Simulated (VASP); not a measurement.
## Ga$_{4}$As$_{3}$P (ordered alloy cell): computed properties

The numbers are results of PBEsol GGA, VASP's PBE PAW potentials (set 64) (plane waves; VASP), not measurements.

```json
{
 "space_group": "P-43m (215)",
 "cell": "a = b = c = 5.5976 Å, α = β = γ = 90.00°",
 "volume_per_atom": "21.92 Å³/atom",
 "band gap (over mesh and band path)": "0.77 eV",
 "smallest direct gap (over mesh and band path)": "0.77 eV",
 "band_edge_character": "direct, Γ to Γ",
 "density": "5.06 g/cm³"
}
```

```cif
data_As3Ga4P
_chemical_formula_sum 'Ga4 P1 As3'
_space_group_name_H-M_alt 'P-43m'
_space_group_IT_number 215
_space_group_name_Hall 'P -4 2 3'
_cell_length_a 5.59758
_cell_length_b 5.59758
_cell_length_c 5.59758
_cell_angle_alpha 90.000
_cell_angle_beta 90.000
_cell_angle_gamma 90.000
loop_
_atom_site_label
_atom_site_type_symbol
_atom_site_symmetry_multiplicity
_atom_site_Wyckoff_symbol
_atom_site_fract_x
_atom_site_fract_y
_atom_site_fract_z
_atom_site_occupancy
Ga1 Ga 4 e 0.75453 0.75453 0.75453 1
P1 P 1 a 0.00000 0.00000 0.00000 1
As1 As 3 c 0.00000 0.50000 0.50000 1
```

The structure was generated: Ga4As3P was put into an ordered model structure (P-43m), which need not be its known phase. It was relaxed first. Symmetry was kept, so distortions that lower it aren't found.
